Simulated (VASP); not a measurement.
**Sb: band structure with r2SCAN**

Sb:

```
Sb
1.0
     2.16259    1.24857    3.67202
    -2.16259    1.24857    3.67202
     0.00000   -2.49714    3.67202
Sb
2
Direct
  0.23663 0.23663 0.23663
  0.76337 0.76337 0.76337
```

The cell was built by a generator and needn't be a form met in nature.

```json
{
 "Program": "VASP 6.6.1",
 "Task": "band structure",
 "Functional": "r2SCAN",
 "Potentials or basis": "VASP PAW PBE potentials, release 64 (Sb)",
 "Cutoff": "520 eV",
 "k mesh": "9 × 9 × 7",
 "Occupations": "gaussian, width 0.03 eV",
 "Spin": "no spin polarisation",
 "Further INCAR settings": "ALGO = Normal; EDIFF = 1e-07; NBANDS = 12"
}
```

```
Pressure                : 1.6 GPa
Largest force           : 0.139 eV/Å
Band gap along the path : none (metal or under the smearing width)
```

Forces on the atoms (eV/Å):
```
Sb   0.000  0.000 -0.139
Sb   0.000  0.000  0.139
```

Stress tensor (GPa, compression positive):
```
1.54 0.00 0.00
0.00 1.54 0.00
0.00 0.00 1.84
```

Levels at the corners of the path, in eV from the Fermi level:
```tsv
point	band 1	band 2	band 3	band 4	band 5	band 6	band 7	band 8	band 9	band 10
Γ	-13.32	-4.62	-2.14	-2.00	-2.00	2.53	3.00	3.00	5.29	5.29
L	-10.75	-10.13	-1.87	-1.68	-0.36	0.04	0.26	0.43	8.52	9.04
L	-10.75	-10.13	-1.87	-1.68	-0.36	0.04	0.26	0.43	8.52	9.04
B1	-10.12	-9.44	-5.29	-5.18	-0.60	0.67	5.05	5.10	6.52	6.59
B	-10.12	-9.44	-5.29	-5.18	-0.60	0.67	5.05	5.10	6.52	6.59
Z	-11.43	-9.55	-1.36	-1.36	-0.24	-0.10	-0.10	1.12	7.96	9.26
Z	-11.43	-9.55	-1.36	-1.36	-0.24	-0.10	-0.10	1.12	7.96	9.26
Γ	-13.32	-4.62	-2.14	-2.00	-2.00	2.53	3.00	3.00	5.29	5.29
Γ	-13.32	-4.62	-2.14	-2.00	-2.00	2.53	3.00	3.00	5.29	5.29
X	-10.21	-9.45	-5.63	-3.39	-2.98	3.00	3.66	4.39	6.50	7.84
Q	-10.21	-9.45	-5.63	-3.39	-2.98	3.00	3.66	4.39	6.50	7.84
F	-10.76	-8.13	-5.84	-4.01	-3.97	1.89	5.38	5.82	7.62	9.16
F	-10.76	-8.13	-5.84	-4.01	-3.97	1.89	5.38	5.82	7.62	9.16
P1	-10.51	-9.10	-5.68	-3.47	-2.88	2.96	3.35	4.87	6.63	8.30
P1	-10.51	-9.10	-5.68	-3.47	-2.88	2.96	3.35	4.87	6.63	8.30
Z	-11.43	-9.55	-1.36	-1.36	-0.24	-0.10	-0.10	1.12	7.96	9.26
L	-10.75	-10.13	-1.87	-1.68	-0.36	0.04	0.26	0.43	8.52	9.04
P	-10.51	-9.10	-5.68	-3.47	-2.88	2.96	3.35	4.87	6.63	8.30
```

It took 9.7 min on 1 thread of Intel(R) Xeon(R) Platinum 8259CL CPU @ 2.50GHz (Skylake/Cascade Lake) (shared host), peak memory 0.31 GiB.

Caveat: the PAW data sets were made with another functional, which shifts forces and pressure a little; spin-orbit coupling is left out, which moves the levels of the heavy elements.
